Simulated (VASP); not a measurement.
Computed with LDA (Ceperley-Alder, Perdew-Zunger), VASP's LDA PAW potentials (set 64) (plane waves; VASP).

A VASP calculation is set up with these files.

**POSCAR**
```
CsPbCl3
1
    5.1602111291    -0.0000000000     0.0000000000
    0.0000000000     5.1602111291     0.0000000000
    0.0000000000     0.0000000000     5.1602111291
Cs Pb Cl
1 1 3
Direct
  0.0000000000   0.0000000000   0.0000000000
  0.5000000000   0.5000000000   0.5000000000
  0.5000000000   0.0000000000   0.5000000000
  0.0000000000   0.5000000000   0.5000000000
  0.5000000000   0.5000000000   0.0000000000
```

**INCAR**
```
ALGO = Normal
EDIFF = 1E-6
EDIFFG = -0.02
ENCUT = 500
IBRION = 2
ISIF = 3
ISMEAR = 0
LASPH = .True.
LCHARG = .False.
LMAXMIX = 4
LREAL = .False.
LWAVE = .False.
NELM = 100
NSW = 40
PREC = Accurate
PSTRESS = 100
SIGMA = 0.05
SYSTEM = CsPbCl3
```

KPOINTS:
```
kpoints
0
gamma
  5 5 5
0 0 0
```

POTCAR, in this order: Cs_sv Pb_d Cl (LDA.64 set). Program: vasp_std.

The run wrote:

### OSZICAR
```
       N       E                     dE             d eps       ncg     rms          rms(c)
DAV:   1     0.436135474990E+03    0.43614E+03   -0.20344E+04   520   0.159E+03
DAV:   2     0.360840423790E+02   -0.40005E+03   -0.39156E+03   608   0.379E+02
DAV:   3    -0.171797329787E+02   -0.53264E+02   -0.52518E+02   644   0.140E+02
DAV:   4    -0.191276976087E+02   -0.19480E+01   -0.19402E+01   656   0.307E+01
DAV:   5    -0.192017690131E+02   -0.74071E-01   -0.74025E-01   716   0.576E+00    0.976E+00
DAV:   6    -0.187212347878E+02    0.48053E+00   -0.11264E+00   716   0.109E+01    0.610E+00
DAV:   7    -0.186890514460E+02    0.32183E-01   -0.54498E-01   782   0.520E+00    0.166E+00
DAV:   8    -0.186827398994E+02    0.63115E-02   -0.98455E-02   758   0.318E+00    0.440E-01
DAV:   9    -0.186814194356E+02    0.13205E-02   -0.97034E-03   774   0.986E-01    0.810E-02
DAV:  10    -0.186814696059E+02   -0.50170E-04   -0.62423E-04   722   0.174E-01    0.336E-02
DAV:  11    -0.186814728055E+02   -0.31996E-05   -0.37453E-05   728   0.460E-02    0.101E-02
DAV:  12    -0.186814725392E+02    0.26621E-06   -0.69189E-06   732   0.281E-02
   1 F= -.10105333E+02 E0= -.10105333E+02  d E =-.101053E+02
       N       E                     dE             d eps       ncg     rms          rms(c)
DAV:   1    -0.186294246616E+02    0.52048E-01   -0.18557E+00   696   0.178E+01    0.164E+00
DAV:   2    -0.185713203508E+02    0.58104E-01   -0.13577E-01   698   0.496E+00    0.497E-01
DAV:   3    -0.185617235901E+02    0.95968E-02   -0.35731E-02   708   0.262E+00    0.230E-01
DAV:   4    -0.185615110393E+02    0.21255E-03   -0.14199E-03   786   0.370E-01    0.133E-01
DAV:   5    -0.185614442032E+02    0.66836E-04   -0.18572E-04   724   0.187E-01    0.322E-02
DAV:   6    -0.185614441892E+02    0.13993E-07   -0.28398E-05   704   0.372E-02    0.690E-03
DAV:   7    -0.185614438396E+02    0.34961E-06   -0.21077E-06   464   0.926E-03
   2 F= -.10106140E+02 E0= -.10106140E+02  d E =-.806460E-03
       N       E                     dE             d eps       ncg     rms          rms(c)
DAV:   1    -0.186276411036E+02   -0.66197E-01   -0.35257E-01   688   0.793E+00    0.701E-01
DAV:   2    -0.186167697044E+02    0.10871E-01   -0.25532E-02   696   0.206E+00    0.215E-01
DAV:   3    -0.186149472313E+02    0.18225E-02   -0.67804E-03   712   0.112E+00    0.998E-02
DAV:   4    -0.186149076360E+02    0.39595E-04   -0.25656E-04   770   0.157E-01    0.601E-02
DAV:   5    -0.186148937914E+02    0.13845E-04   -0.35065E-05   740   0.845E-02    0.147E-02
DAV:   6    -0.186148937191E+02    0.72307E-07   -0.60083E-06   706   0.174E-02
   3 F= -.10107277E+02 E0= -.10107277E+02  d E =-.194347E-02
```

OUTCAR:
```
------------------------ aborting loop because EDIFF is reached ----------------------------------------
  FORCE on cell =-STRESS in cart. coord.  units (eV):
  Direction    XX          YY          ZZ          XY          YZ          ZX
  --------------------------------------------------------------------------------------
  Total        8.5088743      8.5088743      8.5088743      0.0000000     -0.0000000     -0.0000000
  in kB      100.0147770    100.0147770    100.0147770      0.0000000     -0.0000000     -0.0000000
  external PRESSURE =       0.0147770 kB  Pullay stress =     100.0000000 kB
  volume of cell :      136.31
      direct lattice vectors                 reciprocal lattice vectors
     5.146431215 -0.000000000 -0.000000000     0.194309407  0.000000000 -0.000000000
    -0.000000000  5.146431215  0.000000000     0.000000000  0.194309407 -0.000000000
     0.000000000  0.000000000  5.146431215     0.000000000 -0.000000000  0.194309407
 POSITION                                       TOTAL-FORCE (eV/Angst)
 -----------------------------------------------------------------------------------
      0.00000      0.00000      0.00000         0.000000     -0.000000      0.000000
      2.57322      2.57322      2.57322        -0.000000     -0.000000      0.000000
      2.57322     -0.00000      2.57322         0.000000      0.000000      0.000000
     -0.00000      2.57322      2.57322         0.000000      0.000000      0.000000
      2.57322      2.57322     -0.00000         0.000000     -0.000000      0.000000
 -----------------------------------------------------------------------------------
    total drift:                                0.000000      0.000000     -0.000000
  FREE ENERGIE OF THE ION-ELECTRON SYSTEM (eV)
  ---------------------------------------------------
  free  energy   TOTEN  =       -18.6148937191 eV

  energy  without entropy=      -18.6148937191  energy(sigma->0) =      -18.61489372
  enthalpy is  TOTEN    =       -10.1072766221 eV   P V=        8.5076170970

 reached required accuracy - stopping structural energy minimisation
```
(Selected blocks of OUTCAR.)

### CONTCAR
```
CsPbCl3
   1.00000000000000
     5.1464312152838421   -0.0000000000000000   -0.0000000000000000
    -0.0000000000000000    5.1464312152838421    0.0000000000000000
     0.0000000000000000    0.0000000000000000    5.1464312152838421
  Cs              Pb              Cl
     1     1     3
Direct
     0.0000000000000000    0.0000000000000000    0.0000000000000000
     0.5000000000000000    0.5000000000000000    0.5000000000000000
     0.5000000000000000    0.0000000000000000    0.5000000000000000
     0.0000000000000000    0.5000000000000000    0.5000000000000000
     0.5000000000000000    0.5000000000000000    0.0000000000000000
```

The compound is CsPbCl3 in the cubic perovskite structure, the ideal cubic form; the compound distorts at low or room temperature. This run relaxes it under an external pressure of 10 GPa. Symmetry was kept, so distortions that lower it aren't found.
